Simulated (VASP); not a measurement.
VASP ran on this input.

POSCAR:
```
InP
1
    0.0000000000     2.8767211893     2.8767211893
    2.8767211893     0.0000000000     2.8767211893
    2.8767211893     2.8767211893     0.0000000000
In P
1 1
Direct
  0.0000000000   0.0000000000   0.0000000000
  0.2500000000   0.2500000000   0.2500000000
```

### INCAR
```
ALGO  =  Normal
EDIFF  =  1E-6
EDIFFG  =  -0.02
ENCUT  =  500
GGA  =  PS
IBRION  =  2
ISIF  =  3
ISMEAR  =  0
LASPH  =  T
LCHARG  =  F
LMAXMIX  =  4
LREAL  =  F
LWAVE  =  F
NELM  =  100
NSW  =  40
PREC  =  Accurate
PSTRESS  =  50
SIGMA  =  0.05
SYSTEM  =  InP
```

**KPOINTS**
```
Regular mesh
0
gamma
8 8 8
0 0 0
```

POTCAR, in this order: In_d P (PBE.64 set). Program: vasp_std.

Problem. Write an equivalent input for Quantum ESPRESSO's pw.x.

Solution. One equivalent input (not run):
```
&CONTROL
  calculation = 'vc-relax'
  pseudo_dir = './pseudo'
  outdir = './out'
  tprnfor = .true.
  tstress = .true.
  nstep = 40
  forc_conv_thr = 0.00078
/
&SYSTEM
  ibrav = 0
  nat = 2
  ntyp = 2
  ecutwfc = 70
  occupations = 'smearing'
  smearing = 'gaussian'
  degauss = 0.003675
  input_dft = 'pbesol'
/
&ELECTRONS
  conv_thr = 7.3e-08
  electron_maxstep = 100
/
&IONS
/
&CELL
  press = 50
/
ATOMIC_SPECIES
  In 114.818 In.upf
  P 30.974 P.upf
CELL_PARAMETERS angstrom
     0.0000000    2.8767212    2.8767212
     2.8767212    0.0000000    2.8767212
     2.8767212    2.8767212    0.0000000
ATOMIC_POSITIONS crystal
  In   0.0000000  0.0000000  0.0000000
  P    0.2500000  0.2500000  0.2500000
K_POINTS automatic
  8 8 8 0 0 0
```
The two are equivalent in intent, not identical: the potentials are each code's own (VASP's PAW set, PseudoDojo norm-conserving files in pw.x), so ENCUT and ecutwfc are chosen apart and not converted; conv_thr bounds pw.x's estimated SCF error, while EDIFF bounds the energy change between steps; forc_conv_thr acts on force components and is met together with etot_conv_thr.

The structure was generated: InP was put into the zinc blende type (F-43m), which need not be its known phase. It was relaxed first under an external pressure of 5 GPa.
